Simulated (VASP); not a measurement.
A run of VASP 6.6.1 is set up as follows.

File POSCAR:

```
ZnO                                     
1.0
    3.2865005524      0.0000000000     -0.0000000000
   -1.6432502762      2.8461929652      0.0000000000
    0.0000000000      0.0000000000      5.3003902123
  Zn              O             
     2     2
Direct
     0.3333333300000021    0.6666666699999979    0.4998270303824426
     0.6666666699999979    0.3333333300000021    0.9998270303824427
     0.6666666699999979    0.3333333300000021    0.3791829696175583
     0.3333333300000021    0.6666666699999979    0.8791829696175583
```

Contents of INCAR.step1:

```
SYSTEM = ZnO
ALGO     = Normal         ! electronic algorithm
EDIFF    = 1E-5           ! SCF threshold, eV
ENCUT    = 520            ! plane-wave cutoff, eV
GGA      = PE             ! functional
ISIF     = 2              ! what is computed and relaxed
ISMEAR   = 0              ! smearing method
KPAR     = 4            
LASPH    = .TRUE.         ! aspherical terms in the spheres
LCHARG   = .FALSE.        ! write CHGCAR
LREAL    = .FALSE.        ! projectors in reciprocal space
LWAVE    = .TRUE.         ! write WAVECAR
NBANDS   = 26             ! bands
NELM     = 80             ! most SCF steps
PREC     = Accurate       ! precision mode
SIGMA    = 0.03           ! smearing width, eV
```

INCAR.step2

```
SYSTEM = ZnO
AEXX     = 0.25           ! exact-exchange fraction
ALGO     = Normal         ! electronic algorithm
EDIFF    = 1E-6           ! SCF threshold, eV
ENCUT    = 520            ! plane-wave cutoff, eV
GGA      = PE             ! functional
HFRCUT   = -1           
ISIF     = 2              ! what is computed and relaxed
ISMEAR   = 0              ! smearing method
ISTART   = 1            
KPAR     = 4            
LASPH    = .TRUE.         ! aspherical terms in the spheres
LCHARG   = .FALSE.        ! write CHGCAR
LHFCALC  = .TRUE.         ! exact exchange
LREAL    = .FALSE.        ! projectors in reciprocal space
LWAVE    = .FALSE.        ! write WAVECAR
NBANDS   = 26             ! bands
NELM     = 80             ! most SCF steps
PREC     = Accurate       ! precision mode
PRECFOCK = Fast         
SIGMA    = 0.03           ! smearing width, eV
```

The input KPOINTS:

```
k-points
0
G
  6 6 3
  0 0 0
```

KPOINTS_OPT

```
explicit points
6
Reciprocal
 0.0000000000  0.0000000000  0.0000000000 1
 0.0000000000  0.0000000000  0.5000000000 1
 0.3333333333  0.3333333333  0.5000000000 1
 0.3333333333  0.3333333333  0.0000000000 1
 0.5000000000  0.0000000000  0.5000000000 1
 0.5000000000  0.0000000000  0.0000000000 1
```

Potentials or basis: VASP PAW PBE potentials, release 64 (Zn, O).

Launch:

```bash
$ cat potpaw_PBE.64/Zn/POTCAR potpaw_PBE.64/O/POTCAR > POTCAR
$ cp INCAR.step1 INCAR
$ mpirun -np 4 vasp_std > vasp.out
$ cp INCAR.step2 INCAR
$ mpirun -np 4 vasp_std > vasp.out
```

(1) Predict the largest force.

(2) What does it give for the band gap on the k mesh?

(3) What does it give for the pressure?

(4) Predict the band gap along the path.

Answers

(1) 0.007 eV/Å.

(2) 3.06 eV, direct.

(3) -4.2 GPa.

(4) 3.06 eV, direct.

Caveat: the PAW data sets were made with another functional, which shifts forces and pressure a little.

**Measured values to compare with.**

“Electronic structure of alkaline earth and post-transition metal oxides”, 2009, arxiv:0908.1581 quotes, for a bulk crystal of ZnO: band gap 3.37 eV.

A measured gap of ZnO is 3.37 eV (quoted in “Electronic structure of alkaline earth and post-transition metal oxides”, 2009, arxiv:0908.1581); the calculated 3.06 eV misses it by -0.31 eV. The value is that of PBE0, without temperature or zero-point motion.
